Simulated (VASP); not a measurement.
Runs of VASP 6.6.1 on NbB8. All rows change the cell; the cell of one of them follows. It takes space group Im-3m (No. 229, cubic). Conventional cell: a = 5.045 Å, b = 5.045 Å, c = 5.045 Å, α = 90.00°, β = 90.00°, γ = 90.00°. Nb (site symmetry m-3m) has 8 B at 1.53 Å as nearest neighbours. Around B (site symmetry 3m) lie 1 B at 1.32 Å. The cell was built by a generator and needn't be a form met in nature.

```tsv
task	cell	k mesh	cutoff (eV)	gap on the mesh (eV)	pressure (GPa)	relaxed volume (Å³/atom)	largest force (eV/Å)
relaxation of cell and atoms	relaxed from: random cell by space group and Wyckoff sites (Im-3m, No. 229)	6 × 6 × 6	600	none	0.0	17.16	-
single point	random cell by space group and Wyckoff sites (Im-3m, No. 229)	8 × 8 × 8	520	none	-0.2	-	0.02
relaxation of cell and atoms	relaxed from: random cell by space group and Wyckoff sites (Im-3m, No. 229)	8 × 8 × 8	600	none	0.1	(a)	0.01
single point	random cell by space group and Wyckoff sites (Im-3m, No. 229)	6 × 6 × 6	520	none	-0.1	-	0.02
```

Alike in all rows: level PBE; potentials or basis VASP PAW PBE potentials, release 64 (Nb_sv, B); no spin polarisation; smearing gaussian 0.1 eV.

**Question.** Estimate the missing entries.

**Answer.** (a) 17.24.

Caveats: the volume moved by over 15 % at a fixed basis, so the end points are rough (some runs).

A k mesh can miss the band edges, and the runs leave out spin-orbit coupling on Nb.

A gap of «none» marks a metal or a gap under the smearing width.
